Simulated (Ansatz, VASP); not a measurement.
# Cross-check of SnTe2 between VASP and Ansatz, part 2 of 2

One calculation is typed for both programs; each brings its own data sets. How far apart do they land? The cell is generated by rule, not measured, and may not be a known phase. The cell is taken from a series of runs on this material, whose earlier steps may have relaxed, scaled, displaced or heated it; both programs get it as it stands.

VASP 6.6.1 and Ansatz 0.2.0.

So far: Starting point; VASP: relaxation of cell and atoms, LDA; Ansatz: relaxation of cell and atoms, LDA; Differences.

## (5) VASP: zone-centre phonons, LDA

Level of this step: LDA; plane waves and PAW (Sn_d, Te); invented cell (VASP).

Second derivatives magnify differences that forces hide, and they need a tight electronic threshold.

Contents of INCAR:

```
SYSTEM = SnTe2
PREC = Accurate
ENCUT = 500
EDIFF = 1E-08
NELM = 120
ISMEAR = -1
SIGMA = 0.27211
LREAL = .FALSE.
ALGO = Normal
GGA = CA
NBANDS = 19
LORBIT = 11
LWAVE = .FALSE.
LCHARG = .FALSE.
ISIF = 2
IBRION = 8
LASPH = .TRUE.
GGA_COMPAT = .FALSE.
KPAR = 2
```

Contents of POSCAR:

```
SnTe2
1.0
    0.0000000000      3.6419922139      3.6419922139
    3.6419922139      0.0000000000      3.6419922139
    3.6419922139      3.6419922139      0.0000000000
Sn Te
1 2
Direct
    0.0000000000      0.0000000000      0.0000000000
    0.2500000000      0.2500000000      0.2500000000
    0.7500000000      0.7500000000      0.7500000000
```

Contents of KPOINTS:

```
Automatic mesh
0
Gamma
8 8 8
0 0 0
```

Potentials, in the order of the species: Sn_d and Te (LDA family, release 64).

Run with:

```sh
> mpirun -np 2 vasp_std
```

Output:

```text
[... set-up lines as in an earlier step ...]
 entering main loop
       N       E                     dE             d eps       ncg     rms          rms(c)
DAV:   1     0.177552870983E+03    0.17755E+03   -0.11366E+04  1108   0.137E+03
DAV:   2     0.774807879869E+01   -0.16980E+03   -0.16473E+03  1205   0.341E+02
DAV:   3    -0.111959353986E+02   -0.18944E+02   -0.18438E+02  1359   0.105E+02
DAV:   4    -0.119794711182E+02   -0.78354E+00   -0.77597E+00  1249   0.214E+01
[...]
DAV:  12    -0.119738357032E+02    0.75054E-07   -0.24648E-07  1243   0.306E-03    0.761E-03
DAV:  13    -0.119738357151E+02   -0.11919E-07   -0.55901E-08  1190   0.123E-03    0.182E-03
DAV:  14    -0.119738357193E+02   -0.42423E-08   -0.81954E-09   805   0.431E-04
   1 F= -.11973836E+02 E0= -.11679645E+02  d E =-.588381E+00
 Linear response reoptimize wavefunctions to high precision
DAV:   1    -0.119738357189E+02    0.41791E-09   -0.45230E-09   826   0.667E-04
DAV:   2    -0.119738357190E+02   -0.69576E-10   -0.63689E-10   644   0.171E-04
 Linear response DOF=           2
 Linear response progress:
[...]
RMM:  15    -0.225149006572E+00   -0.20352E-08   -0.86719E-09  3598   0.688E-05    0.415E-06
 first order change of Fermi-energy   0.39219E-03
 force on displaced ion       1 direction 1 :  -1.932   0.000   0.000
 Linear response progress:
  Degree of freedom:   2/  2
       N       E                     dE             d eps       ncg     rms          rms(c)
RMM:   1    -0.516488943398E-01   -0.51649E-01    0.44790E-02  7939   0.934E-01
RMM:   2    -0.503936860607E-01    0.12552E-02   -0.28690E-03  6386   0.269E-01    0.492E-02
RMM:   3    -0.504265804930E-01   -0.32894E-04   -0.24170E-04  7193   0.850E-02    0.341E-02
RMM:   4    -0.504414010453E-01   -0.14821E-04   -0.11304E-05  6941   0.202E-02    0.108E-02
RMM:   5    -0.504429003804E-01   -0.14993E-05   -0.10561E-06  7158   0.691E-03    0.175E-03
RMM:   6    -0.504379130928E-01    0.49873E-05   -0.10946E-07  7120   0.179E-03    0.526E-04
RMM:   7    -0.504371021398E-01    0.81095E-06    0.15266E-10  7346   0.434E-04    0.172E-04
RMM:   8    -0.504370095070E-01    0.92633E-07   -0.93970E-09  7379   0.155E-04    0.379E-05
RMM:   9    -0.504370147746E-01   -0.52676E-08    0.93049E-08  7711   0.718E-05    0.127E-05
 first order change of Fermi-energy   0.41019E-05
 force on displaced ion       2 direction 1 :  -1.979   0.000   0.000
 Linear response finished
```

Parts of OUTCAR (step 5):

```text
  Total       -0.0596543     -0.0596543     -0.0596543      0.0000000     -0.0000000      0.0000000
  in kB       -0.9892485     -0.9892485     -0.9892485      0.0000000     -0.0000000      0.0000000
  external PRESSURE =      -0.9892485 kB  Pullay stress =       0.0000000 kB

 POSITION                                       TOTAL-FORCE (eV/Angst)
 -----------------------------------------------------------------------------------
      0.00000      0.00000      0.00000        -0.000000      0.000000      0.000000
      1.82100      1.82100      1.82100        -0.000000     -0.000000      0.000000
      5.46299      5.46299      5.46299         0.000000      0.000000     -0.000000
 -----------------------------------------------------------------------------------
    total drift:                               -0.000000      0.000000      0.000000

[... 1 part as in an earlier step ...]

[... 1 further part left out ...]
```

## (6) Ansatz: zone-centre phonons, LDA

The same cell, functional (in two slightly different forms), mesh and smearing now go to Ansatz, which takes its cutoff from its data sets.

The cell is taken from a series of runs on this material, whose earlier steps may have relaxed, scaled, displaced or heated it; both programs get it as it stands.

Contents of input.yaml:

```yaml
crystal:
  lattice:
    - [0.0, 3.6419922139, 3.6419922139]
    - [3.6419922139, 0.0, 3.6419922139]
    - [3.6419922139, 3.6419922139, 0.0]
  atoms:
    - { symbol: Sn, position: [0.0, 0.0, 0.0] }
    - { symbol: Te, position: [0.25, 0.25, 0.25] }
    - { symbol: Te, position: [0.75, 0.75, 0.75] }
kpoints:
  mp_grid: { grid: [8, 8, 8] }
hamiltonian:
  xc: lda
  pseudopotentials: { kind: nc, accuracy: standard }
scf:
  occupations: { method: fermi_dirac, width: 0.27211 }
output:
  eigenvalues: true
phonons:
  method: dfpt
```

Run with:

```sh
> ansatz run input.yaml --threads 2 --pin off --max-ram 4096MiB --backend cpu --events-out ev --progress --plain --runs-dir out
```

Output:

```text
band count auto-derived: 30 (N_el = 46.0; filled up to band 23; 28 by the electrons, moments and atoms)
zone centre: on kpoints.mp_grid the ground state, and the responses unless they are solved on pairs of k-points, stand on 59 of the mesh's 512 k-points, reduced under 8 symmetry operations, with k and −k counted as one. Each operation leaves every solved displacement unchanged or reverses it
[...]
k mesh reduced under 8 symmetry operations, with k and −k counted as one. Each operation leaves every solved displacement unchanged or reverses it
  ASR residual: 8.002e-5 → 0.000e0 eV/Å²; symmetrization residual: 7.886e-5 eV/Å²
  ASR residual per site (eV/Å²): 3.81e-5 8.00e-5 8.00e-5
  Γ frequencies (cm⁻¹): 0.00 0.00 0.00 79.05 79.05 79.05 81.62 81.62 81.62
  non-analytic LO–TO correction: not included (Born effective charges unavailable; polar crystals: no LO–TO splitting at Γ)
[key lines of the parts left out:]
SCF converged after 8 iterations
Free energy (F): -7828.576843 eV
Fermi energy:    8.848279 eV
```

## (7) Side by side

What differs besides the data sets and the points named for the pairs above, as far as they apply: the data sets hold 46 valence electrons in Ansatz (on norm-conserving files, of PseudoDojo where its log says so) and 26 in VASP. Total energies have different zeros and are not compared.

Both answers:

```
                  quantity  Ansatz  VASP  difference
optical mode 1 to 3 (cm⁻¹)    79.0  79.4     -0.47 %
optical mode 4 to 6 (cm⁻¹)    81.6  81.0     +0.83 %
```

Modes are paired by rising frequency, not by their patterns, so a pair may set unlike modes beside each other; they are those without the splitting of longitudinal modes.

## (8) Summary of results

| Quantity | Value |
| --- | --- |
| difference in volume (relaxation of cell and atoms, LDA) | -0.12 % |
| r.m.s. difference of the optical zone-centre modes, each program's sorted by frequency (zone-centre phonons, LDA) | 0.54 cm⁻¹ |
| difference in optical mode 4 to 6 (zone-centre phonons, LDA) | +0.8 % |

What this shows: The difference in volume is -0.12 % (relaxation of cell and atoms, LDA), within the 1.2 % picked in this series as the mark of a large difference, as far as the stopping tolerances let one tell. The data sets hold unlike numbers of valence electrons (46 in Ansatz and 26 in VASP), so part of the differences comes from the potentials. Among the rows given in per cent, the largest difference of the zone-centre phonons, LDA pair is in optical mode 4 to 6, +0.8 %. 1 further run of this series is not shown here. Such differences can come from data sets, numerical settings and the points named under the comparisons, not from the functional's error against experiment.

[Lines on the potential files, build, host, timing and source positions are cut from VASP's logs without a mark.]

[Logs are printed without paths, hosts, clocks, repeated set-up lines and the standing remarks that a program may print on its own settings, such as how far it seeks lower states.]

[Hosts, paths, dates, database ids (printed as entryN), source tags and the programs' standing remarks are cut or masked in the printed files.]
